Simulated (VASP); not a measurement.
Here is the system:

```yaml
crystal:
  lattice:
    - [3.76613, 0.00000, 0.00000]
    - [0.00000, 3.76613, 0.00000]
    - [0.00000, 0.00000, 4.63456]
  atoms:
    - { symbol: Sn, position: [0.50000, 0.00000, 0.75182] }
    - { symbol: Sn, position: [0.00000, 0.50000, 0.24818] }
    - { symbol: O, position: [0.50000, 0.50000, 0.00000] }
    - { symbol: O, position: [0.00000, 0.00000, 0.00000] }
```

All values below come from LDA (Ceperley-Alder, Perdew-Zunger), VASP's LDA PAW potentials (set 64) (plane waves; VASP). Run with 520 eV cut-off, Gaussian smearing of 0.050 eV, potentials Sn_d O.

Task: Give the energies of bands 14 to 23 at the high-symmetry points, in eV from the Fermi level.

Result: 
| band | Γ | X | M | Z | R | A |
|---|---|---|---|---|---|---|
| 14 | -7.08 | -7.73 | -9.47 | -6.40 | -7.97 | -9.32 |
| 15 | -6.57 | -5.23 | -5.36 | -6.40 | -5.78 | -5.98 |
| 16 | -6.57 | -5.23 | -5.36 | -3.73 | -5.78 | -5.98 |
| 17 | -3.64 | -5.07 | -2.62 | -3.33 | -5.01 | -2.98 |
| 18 | -3.31 | -5.07 | -2.62 | -3.33 | -5.01 | -2.98 |
| 19 | -3.31 | -2.95 | -1.96 | -2.75 | -1.82 | -2.62 |
| 20 | 0.00 | -2.95 | -1.96 | -2.31 | -1.82 | -2.62 |
| 21 | 2.32 | 3.38 | -0.26 | 1.56 | 2.79 | 2.21 |
| 22 | 4.46 | 3.38 | -0.26 | 2.58 | 2.79 | 2.21 |
| 23 | 4.46 | 5.82 | 4.43 | 2.58 | 5.21 | 4.39 |

It has no gap at this level: it comes out as a metal or semimetal.

Measured: gap 0.70 eV (computed value off by -0.70 eV), as given by David Waroquiers et al., Physical Review B (2013), arXiv:1302.6756.

The compound is SnO in the litharge structure. It was relaxed first, which changed the volume by -6 %.
